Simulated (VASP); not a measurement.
VASP ran on this input.

**KPOINTS**
```
Automatic mesh
0
Gamma
10 10 5
0 0 0
```

POSCAR:
```
Sc
1
    1.6550000000    -2.8665440000     0.0000000000
    1.6550000000     2.8665440000     0.0000000000
    0.0000000000     0.0000000000     5.2700000000
Sc
2
Direct
  0.3333330000   0.6666670000   0.2500000000
  0.6666670000   0.3333330000   0.7500000000
```

### INCAR
```
SYSTEM = Sc
PREC = Accurate
ENCUT = 400
EDIFF = 1E-6
NELM = 100
ALGO = Normal
LREAL = .FALSE.
LASPH = .TRUE.
ISMEAR = 1
SIGMA = 0.1
GGA = PE
LMAXMIX = 4
LWAVE = .FALSE.
LCHARG = .FALSE.
ISIF = 2
IBRION = 0
NSW = 3
TEBEG = 300
```

POTCAR, in this order: Sc_sv (PBE.64 set). Program: vasp_std.

What VASP printed:

standard output:
```
 POSCAR found type information on POSCAR Sc
 POSCAR found :  1 types and       2 ions
 Reading from existing POTCAR

 -----------------------------------------------------------------------------
|                                                                             |
|     EEEEEEE  RRRRRR   RRRRRR   OOOOOOO  RRRRRR      ###     ###     ###     |
|     E        R     R  R     R  O     O  R     R     ###     ###     ###     |
|     E        R     R  R     R  O     O  R     R     ###     ###     ###     |
|     EEEEE    RRRRRR   RRRRRR   O     O  RRRRRR       #       #       #      |
|     E        R   R    R   R    O     O  R   R                               |
|     E        R    R   R    R   O     O  R    R      ###     ###     ###     |
|     EEEEEEE  R     R  R     R  OOOOOOO  R     R     ###     ###     ###     |
|                                                                             |
|     Fatal error! IBRION=0, but no entry for POTIM on file INCAR. MUST       |
|     be specified!                                                           |
|                                                                             |
|       ---->  I REFUSE TO CONTINUE WITH THIS SICK JOB ... BYE!!! <----       |
|                                                                             |
 -----------------------------------------------------------------------------
```

Read the log: what went wrong, and how is it fixed?

The cause: molecular dynamics (IBRION = 0) was asked for without POTIM. VASP stops with an error: Fatal error! IBRION=0, but no entry for POTIM on file INCAR. MUST be specified! ----> I REFUSE TO CONTINUE WITH THIS SICK JOB ... BYE!!! <---- To mend it, set POTIM to the time step in fs (1 to 2 fs suits most solids). The plain static run on this cell (PBE GGA, plane waves, VASP's PBE PAW potentials (set 64)) converges, and its OSZICAR ends with
```
   1 F= -.12485920E+02 E0= -.12484619E+02  d E =-.390333E-02
```

The compound is Sc in the hcp structure. The cell was not relaxed at this level.
